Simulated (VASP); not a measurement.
Data:

```xyz
2
Lattice="0.0000 3.0499 3.0499 3.0499 0.0000 3.0499 3.0499 3.0499 0.0000" Properties=species:S:1:pos:R:3 pbc="T T T"
Pb     0.0000     0.0000     0.0000
Se     3.0499     3.0499     3.0499
```

Computed with PBEsol GGA, VASP's PBE PAW potentials (set 64) (plane waves; VASP). Run with 400 eV cut-off, Gaussian smearing of 0.050 eV, potentials Pb_d Se.

Unless said otherwise, spin-orbit coupling is left out, though it shifts the bands of the heavy elements here.

Problem. Estimate the band gap (along the path) with the smallest direct gap where there is one.

Solution. 
The band gap (along the path) is 0.17 eV and the smallest direct gap (along the path) comes out as 0.17 eV.

The absolute energy has meaning only against runs of the same code, potentials and settings.

The structure comes from a measured PbSe entry (Fm-3m) of the Crystallography Open Database, whose conditions weren't checked. It was relaxed first.
